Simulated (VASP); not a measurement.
Data:

```xyz
1
Lattice="-1.5786 1.5786 1.5786 1.5786 -1.5786 1.5786 1.5786 1.5786 -1.5786" Properties=species:S:1:pos:R:3 pbc="T T T"
W      0.0000     0.0000     0.0000
```

The numbers are results of PBEsol GGA, VASP's PBE PAW potentials (set 64) (plane waves; VASP 6.6.1), not measurements. Run with 480 eV cut-off, 16×16×16 Γ-centred mesh, first-order Methfessel-Paxton smearing of 0.10 eV, potentials W_sv.

Stress in GPa, positive for a compressed cell; the cube axes lie along x, y and z, and the ions stay on their sites.

```json
[
 {"strain": "none", "σxx": "-0.66", "σyy": "-0.66", "σzz": "-0.66"},
 {"strain": "εxx = -2.0 %", "σxx": "10.67", "σyy": "4.11", "σzz": "4.11"},
 {"strain": "εxx = +1.5 %, εyy = +1.5 %, εzz = +1.5 %", "σxx": "-13.69", "σyy": "-13.69", "σzz": "-13.69"},
 {"strain": "εxx = -0.5 %, εyy = -0.5 %", "σxx": "3.19", "σyy": "3.19", "σzz": "1.67"},
 {"strain": "εzz = -1.0 %", "σxx": "1.71", "σyy": "1.71", "σzz": "4.70"}
]
```

Task: Fit C11 and C12 to these rows, and predict the stress for εxx = -4.0 %, εzz = -4.0 %.

Result: Least squares on Δσ_i = −C11 ε_i − C12 (ε_j + ε_k) over all components shown gives C11 = 516 GPa and C12 = 195 GPa, and so σxx, σyy, σzz = 27.78, 14.93, 27.78 GPa. The run gave 36.88, 20.35, 36.88 GPa; the difference holds the non-linear terms and numerical noise.

Left out are shears, moved atoms, failed runs and, from the fit, strains over 2.5 %.

The compound is W in the bcc structure.
